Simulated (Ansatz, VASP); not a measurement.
# Two plane-wave programs on NaLiICl

```xyz
4
Lattice="4.2553 0.0000 0.0000 0.0000 4.2553 0.0000 0.0000 0.0000 6.2153" Properties=species:S:1:pos:R:3 pbc="T T T"
Na    2.1277    2.1277    3.1077
Li    0.0000    0.0000    0.0000
I     2.1277    2.1277    0.0000
Cl    0.0000    0.0000    3.1077
```

Change from the starting cell: strain +0.040 along x and y, +0.000 along z, atoms carried along.

Alike in both runs: task single point; functional LDA; k mesh 6 × 6 × 4; occupations gaussian, width 0.05 eV; no spin polarisation.

|  | VASP | Ansatz |
| --- | --- | --- |
| version | VASP 6.6.1 | Ansatz 0.2.0 |
| potentials or method | VASP PAW LDA potentials, release 64 (Na_pv, Li_sv, I, Cl) | scalar-relativistic, plane waves, PAW |
| plane-wave cutoff (eV) | 520 | 420 |
| valence electrons in the cell | 24 | 36 |

```csv
,VASP,Ansatz,Ansatz less VASP
gap on the k mesh at the Fermi level (eV),3.72,3.71,-0.010
least direct gap on the mesh (eV),3.91,3.90,-0.011
```

The two sets of potentials don't hold the same shells in valence.

Caveats: spin-orbit coupling is left out, which moves the levels of the heavy elements. A k mesh can miss the band edges.
